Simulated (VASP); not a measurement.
Calculation: PBE GGA, VASP's PBE PAW potentials (set 64) (plane waves; VASP).

Input for VASP

**KPOINTS**
```
kpoints
0
Gamma
7 7 1
```

### INCAR
```
ALGO = Normal
DIPOL = 0.5 0.5 0.5
EDIFF = 1E-6
ENCUT = 300
GGA = PE
IDIPOL = 3
ISIF = 2
ISMEAR = -1
ISPIN = 2
LASPH = .TRUE.
LCHARG = .FALSE.
LDIPOL = .TRUE.
LMAXMIX = 6
LORBIT = 11
LREAL = .FALSE.
LWAVE = .FALSE.
MAGMOM = 4*6.0
NELM = 100
PREC = Accurate
SIGMA = 0.8
SYSTEM = Tb
```

POSCAR:
```
Tb
3.5791780
  1.0000000000   0.0000000000   0.0000000000
 -0.5000000000   0.8660253835   0.0000000000
  0.0000000000   0.0000000000   6.3246644900
Tb
4
Cartesian
 -0.0048275000   0.0032224805   4.3706340972
  0.0024635000  -0.0091582184   2.7613991137
  0.0024980000   0.5840527148   1.9552384038
  0.4998660000   0.2879084067   3.5620320668
```

POTCAR, in this order: Tb (PBE.64 set). Program: vasp_std.

What VASP printed:

File OSZICAR:
```
...
DAV:  12    -0.740022949623E+02    0.27634E+02   -0.44255E+01  9594   0.485E+01    0.205E+02
DAV:  13    -0.866783164570E+02   -0.12676E+02   -0.33115E+01 10654   0.354E+01    0.113E+02
DAV:  14    -0.562826936393E+02    0.30396E+02   -0.11174E+02  8620   0.559E+01    0.272E+02
DAV:  15    -0.489645478302E+02    0.73181E+01   -0.62193E+01 10046   0.519E+01    0.132E+02
DAV:  16    -0.538359522421E+02   -0.48714E+01   -0.22518E+01  9422   0.166E+01    0.826E+01
DAV:  17    -0.576737708997E+02   -0.38378E+01   -0.13359E+01  7992   0.436E+01    0.694E+01
DAV:  18    -0.571462978559E+02    0.52747E+00   -0.41834E+01  7767   0.519E+01    0.648E+01
DAV:  19    -0.519078073828E+02    0.52385E+01   -0.11368E+01  9995   0.163E+01    0.460E+01
DAV:  20    -0.527123065955E+02   -0.80450E+00   -0.52870E+00  8014   0.211E+01    0.387E+01
DAV:  21    -0.506304913549E+02    0.20818E+01   -0.47812E+00  8561   0.166E+01    0.307E+01
DAV:  22    -0.520143254439E+02   -0.13838E+01   -0.36472E+00  8372   0.813E+00    0.324E+01
DAV:  23    -0.525581145747E+02   -0.54379E+00   -0.72582E+00  8733   0.220E+01    0.344E+01
DAV:  24    -0.517637746029E+02    0.79434E+00   -0.26290E+00  8403   0.640E+00    0.331E+01
DAV:  25    -0.524713621171E+02   -0.70759E+00   -0.23054E+00  9098   0.726E+00    0.376E+01
DAV:  26    -0.524111461087E+02    0.60216E-01   -0.27135E-01  9760   0.333E+00    0.369E+01
DAV:  27    -0.523855725525E+02    0.25574E-01   -0.66957E-02  9984   0.123E+00    0.378E+01
DAV:  28    -0.523885259069E+02   -0.29534E-02   -0.28072E-02  9928   0.381E-01    0.383E+01
DAV:  29    -0.523734431166E+02    0.15083E-01   -0.18234E-02  7528   0.111E+00    0.381E+01
DAV:  30    -0.525438539381E+02   -0.17041E+00   -0.55160E-02  7956   0.314E+00    0.381E+01
DAV:  31    -0.524731720193E+02    0.70682E-01   -0.50482E-02  8351   0.241E+00    0.390E+01
DAV:  32    -0.518795607202E+02    0.59361E+00   -0.13457E+00  7666   0.733E+00    0.379E+01
DAV:  33    -0.516512202739E+02    0.22834E+00   -0.46558E-01  8157   0.420E+00    0.386E+01
DAV:  34    -0.515578694885E+02    0.93351E-01   -0.13483E-01  8797   0.293E+00    0.396E+01
DAV:  35    -0.516338911974E+02   -0.76022E-01   -0.40687E-02  8515   0.116E+00    0.410E+01
DAV:  36    -0.516507906854E+02   -0.16899E-01   -0.15598E-02  9221   0.827E-01    0.430E+01
DAV:  37    -0.516787603668E+02   -0.27970E-01   -0.90956E-03  9528   0.815E-01    0.442E+01
DAV:  38    -0.515920526549E+02    0.86708E-01   -0.46503E-02  8455   0.997E-01    0.415E+01
DAV:  39    -0.515949988514E+02   -0.29462E-02   -0.23852E-01  7152   0.258E+00    0.321E+01
DAV:  40    -0.516345183329E+02   -0.39519E-01   -0.60711E-02  8293   0.129E+00    0.263E+01
DAV:  41    -0.515434480259E+02    0.91070E-01   -0.60283E-02  8117   0.158E+00    0.212E+01
DAV:  42    -0.515314390313E+02    0.12009E-01   -0.28134E-02  8036   0.110E+00    0.170E+01
DAV:  43    -0.515193062307E+02    0.12133E-01   -0.86074E-03  8873   0.106E+00    0.157E+01
DAV:  44    -0.514523497306E+02    0.66957E-01   -0.26202E-02  6995   0.132E+00    0.138E+01
DAV:  45    -0.513590562926E+02    0.93293E-01   -0.43808E-02  6877   0.129E+00    0.135E+01
DAV:  46    -0.512138877443E+02    0.14517E+00   -0.14096E-01  6429   0.282E+00    0.122E+01
DAV:  47    -0.513479667810E+02   -0.13408E+00   -0.49459E-02  7141   0.170E+00    0.119E+01
DAV:  48    -0.513655714788E+02   -0.17605E-01   -0.13633E-02  8970   0.942E-01    0.113E+01
DAV:  49    -0.513657843182E+02   -0.21284E-03   -0.38049E-03  9432   0.251E-01    0.113E+01
DAV:  50    -0.513635314640E+02    0.22529E-02   -0.10808E-03  9530   0.192E-01    0.111E+01
DAV:  51    -0.511336000337E+02    0.22993E+00   -0.18812E-01  6527   0.534E+00    0.145E+01
DAV:  52    -0.511679956878E+02   -0.34396E-01   -0.16167E-02  8000   0.606E-01    0.144E+01
DAV:  53    -0.511833012776E+02   -0.15306E-01   -0.91223E-03  8778   0.824E-01    0.140E+01
DAV:  54    -0.512660397096E+02   -0.82738E-01   -0.10534E-02  6800   0.894E-01    0.132E+01
DAV:  55    -0.514529853979E+02   -0.18695E+00   -0.14192E-01  6462   0.175E+00    0.115E+01
DAV:  56    -0.512588676235E+02    0.19412E+00   -0.39312E-01  6367   0.697E+00    0.134E+01
DAV:  57    -0.513623202192E+02   -0.10345E+00   -0.77801E-02  7442   0.244E+00    0.123E+01
DAV:  58    -0.514238679524E+02   -0.61548E-01   -0.50702E-02  7851   0.189E+00    0.114E+01
DAV:  59    -0.514512350480E+02   -0.27367E-01   -0.18635E-02  7965   0.642E-01    0.107E+01
DAV:  60    -0.514852908537E+02   -0.34056E-01   -0.16297E-02  7371   0.109E+00    0.100E+01
DAV:  61    -0.514917656382E+02   -0.64748E-02   -0.12077E+00  7451   0.827E+00    0.109E+01
DAV:  62    -0.515607875343E+02   -0.69022E-01   -0.23350E-01  8758   0.321E+00    0.117E+01
DAV:  63    -0.517053425808E+02   -0.14456E+00   -0.10361E-01  8756   0.148E+00    0.122E+01
DAV:  64    -0.517012213032E+02    0.41213E-02   -0.26608E-01  7875   0.303E+00    0.106E+01
DAV:  65    -0.516899992932E+02    0.11222E-01   -0.57591E-02  8862   0.239E+00    0.103E+01
DAV:  66    -0.516788089806E+02    0.11190E-01   -0.44290E-02  8169   0.265E+00    0.114E+01
DAV:  67    -0.516761252687E+02    0.26837E-02   -0.13286E-02  8882   0.877E-01    0.113E+01
DAV:  68    -0.516740647470E+02    0.20605E-02   -0.49962E-03  9189   0.481E-01    0.113E+01
DAV:  69    -0.516745900517E+02   -0.52530E-03   -0.28984E-03  9099   0.231E-01    0.114E+01
DAV:  70    -0.516748805134E+02   -0.29046E-03   -0.35118E-04  9576   0.707E-02    0.115E+01
DAV:  71    -0.516995924053E+02   -0.24712E-01   -0.22654E-01  8545   0.521E+00    0.107E+01
DAV:  72    -0.516901089326E+02    0.94835E-02   -0.25162E-02  8970   0.140E+00    0.116E+01
DAV:  73    -0.516884170025E+02    0.16919E-02   -0.44737E-03  9208   0.310E-01    0.115E+01
DAV:  74    -0.516748656576E+02    0.13551E-01   -0.41005E-02  9379   0.155E+00    0.107E+01
DAV:  75    -0.516692501697E+02    0.56155E-02   -0.21028E-02  8871   0.218E+00    0.954E+00
DAV:  76    -0.516616148536E+02    0.76353E-02   -0.64954E-02  8214   0.266E+00    0.766E+00
DAV:  77    -0.516415523865E+02    0.20062E-01   -0.49955E-02  8734   0.333E+00    0.757E+00
DAV:  78    -0.516406966796E+02    0.85571E-03   -0.10457E-02  9080   0.156E+00    0.742E+00
DAV:  79    -0.516475094928E+02   -0.68128E-02   -0.31451E-02  8624   0.399E+00    0.793E+00
DAV:  80    -0.516335334286E+02    0.13976E-01   -0.42870E-02  8697   0.245E+00    0.655E+00
DAV:  81    -0.516130678849E+02    0.20466E-01   -0.17098E-02  8063   0.116E+00    0.506E+00
DAV:  82    -0.516276397421E+02   -0.14572E-01   -0.30161E-02  7944   0.241E+00    0.458E+00
DAV:  83    -0.516317837802E+02   -0.41440E-02   -0.43915E-03  8598   0.635E-01    0.442E+00
DAV:  84    -0.516365731874E+02   -0.47894E-02   -0.25346E-03  8758   0.460E-01    0.396E+00
DAV:  85    -0.516421568890E+02   -0.55837E-02   -0.39672E-03  9361   0.638E-01    0.366E+00
DAV:  86    -0.516747655370E+02   -0.32609E-01   -0.39912E-02  7478   0.434E+00    0.469E+00
DAV:  87    -0.516682622072E+02    0.65033E-02   -0.87274E-03  8795   0.131E+00    0.419E+00
DAV:  88    -0.516697446715E+02   -0.14825E-02   -0.35812E-03  8937   0.517E-01    0.451E+00
DAV:  89    -0.516705255188E+02   -0.78085E-03   -0.10726E-03 10312   0.115E-01    0.447E+00
DAV:  90    -0.516710040270E+02   -0.47851E-03   -0.14808E-03  7959   0.493E-01    0.425E+00
DAV:  91    -0.516811605075E+02   -0.10156E-01   -0.64765E-02  9325   0.346E+00    0.488E+00
DAV:  92    -0.516868918082E+02   -0.57313E-02   -0.52040E-02  8784   0.213E+00    0.383E+00
DAV:  93    -0.516863019115E+02    0.58990E-03   -0.19222E-02  9036   0.123E+00    0.349E+00
DAV:  94    -0.516871849607E+02   -0.88305E-03   -0.66734E-03  8890   0.882E-01    0.318E+00
DAV:  95    -0.516845474696E+02    0.26375E-02   -0.30335E-03  8793   0.429E-01    0.331E+00
DAV:  96    -0.516871706481E+02   -0.26232E-02   -0.52218E-03  8542   0.160E+00    0.357E+00
DAV:  97    -0.516842449994E+02    0.29256E-02   -0.17381E-03  8235   0.802E-01    0.337E+00
DAV:  98    -0.516816931765E+02    0.25518E-02   -0.88345E-04  9554   0.328E-01    0.333E+00
DAV:  99    -0.516815150070E+02    0.17817E-03   -0.10928E-03  9772   0.408E-01    0.311E+00
DAV: 100    -0.516826500055E+02   -0.11350E-02   -0.30031E-03  9531   0.492E-01
   1 F= -.51682650E+02 E0= -.39821278E+02  d E =-.237227E+02  mag=    22.2136
```

### OUTCAR
```
------------------------ aborting loop EDIFF was not reached (unconverged)  ----------------------------
  FORCE on cell =-STRESS in cart. coord.  units (eV):
  Direction    XX          YY          ZZ          XY          YZ          ZX
  --------------------------------------------------------------------------------------
  Total        4.5800026      4.5076883      4.1449721     -0.0080512      0.0047000      0.0182580
  in kB       29.2185260     28.7571902     26.4432109     -0.0513631      0.0299838      0.1164787
  external PRESSURE =      28.1396424 kB  Pullay stress =       0.0000000 kB
  volume of cell :      251.14
      direct lattice vectors                 reciprocal lattice vectors
     3.579178000  0.000000000  0.000000000     0.279393760  0.161308066  0.000000000
    -1.789589000  3.099659000  0.000000000     0.000000000  0.322616133  0.000000000
     0.000000000  0.000000000 22.637100000     0.000000000  0.000000000  0.044175270
 POSITION                                       TOTAL-FORCE (eV/Angst)
 -----------------------------------------------------------------------------------
      3.56190      0.01153     15.64328         0.004113     -0.003571      0.403228
      1.79841      3.06688      9.88354         0.000033      0.024752     -0.078168
      0.00894      2.09043      6.99815        -0.000936     -0.015610     -0.402517
      1.78911      1.03048     12.74915        -0.003210     -0.005571      0.077457
 -----------------------------------------------------------------------------------
    total drift:                               -0.001626      0.003222     -0.287134
  FREE ENERGIE OF THE ION-ELECTRON SYSTEM (eV)
  ---------------------------------------------------
  free  energy   TOTEN  =       -51.6826500055 eV

  energy  without entropy=      -27.9599056421  energy(sigma->0) =      -39.82127782

 total charge

# of ion       s       p       d       f       tot
--------------------------------------------------
    1        2.069   5.579   0.470   8.262  16.381
    2        2.071   5.585   0.509   8.225  16.389
    3        2.069   5.579   0.470   8.281  16.399
    4        2.071   5.585   0.507   8.230  16.392
--------------------------------------------------
tot          8.280  22.328   1.957  32.997  65.562

 magnetization (x)

# of ion       s       p       d       f       tot
--------------------------------------------------
    1        0.004  -0.035   0.095   5.161   5.225
    2        0.003  -0.032   0.092   5.196   5.259
    3        0.004  -0.034   0.097   5.147   5.213
    4        0.003  -0.032   0.092   5.192   5.255
--------------------------------------------------
tot          0.014  -0.133   0.376  20.695  20.951
```
(Selected blocks of OUTCAR.)

File stdout:
```
...
 -----------------------------------------------------------------------------
|                                                                             |
|           W    W    AA    RRRRR   N    N  II  N    N   GGGG   !!!           |
|           W    W   A  A   R    R  NN   N  II  NN   N  G    G  !!!           |
|           W    W  A    A  R    R  N N  N  II  N N  N  G       !!!           |
|           W WW W  AAAAAA  RRRRR   N  N N  II  N  N N  G  GGG   !            |
|           WW  WW  A    A  R   R   N   NN  II  N   NN  G    G                |
|           W    W  A    A  R    R  N    N  II  N    N   GGGG   !!!           |
|                                                                             |
|     The electronic self-consistency was not achieved in the given           |
|     number of steps (NELM). The forces and other quantities evaluated       |
|     might not be reliable so examine the results carefully. If you find     |
|     spurious results, we suggest increasing NELM, if you were close to      |
|     convergence or switching to a different ALGO or adjusting the           |
|     density mixing parameters otherwise.                                    |
|                                                                             |
 -----------------------------------------------------------------------------

 -----------------------------------------------------------------------------
|                                                                             |
|           W    W    AA    RRRRR   N    N  II  N    N   GGGG   !!!           |
|           W    W   A  A   R    R  NN   N  II  NN   N  G    G  !!!           |
|           W    W  A    A  R    R  N N  N  II  N N  N  G       !!!           |
|           W WW W  AAAAAA  RRRRR   N  N N  II  N  N N  G  GGG   !            |
|           WW  WW  A    A  R   R   N   NN  II  N   NN  G    G                |
|           W    W  A    A  R    R  N    N  II  N    N   GGGG   !!!           |
|                                                                             |
|     Your highest band is occupied at some k-points! Unless you are          |
|     performing a calculation for an insulator or semiconductor, without     |
|     unoccupied bands, you have included TOO FEW BANDS!! Please increase     |
|     the parameter NBANDS in file INCAR to ensure that the highest band      |
|     is unoccupied at all k-points. It is always recommended to include      |
|     a few unoccupied bands to accelerate the convergence of                 |
|     molecular-dynamics runs (even for insulators or semiconductors),        |
|     since the presence of unoccupied bands improves wavefunction            |
|     prediction and helps to suppress 'band-crossings'.                      |
|                                                                             |
 -----------------------------------------------------------------------------

   1 F= -.51682650E+02 E0= -.39821278E+02  d E =-.237227E+02  mag=    22.2136
```

The run did not converge; its last values are not results.

At this cut-off the stress carries a Pulay error, which pulls relaxed volumes low. The cell holds a wide vacuum, so values per volume refer to the whole cell.

The cell is a sheet with vacuum, built from a generated structure. VASP warned that the highest band is occupied, so more bands are needed.
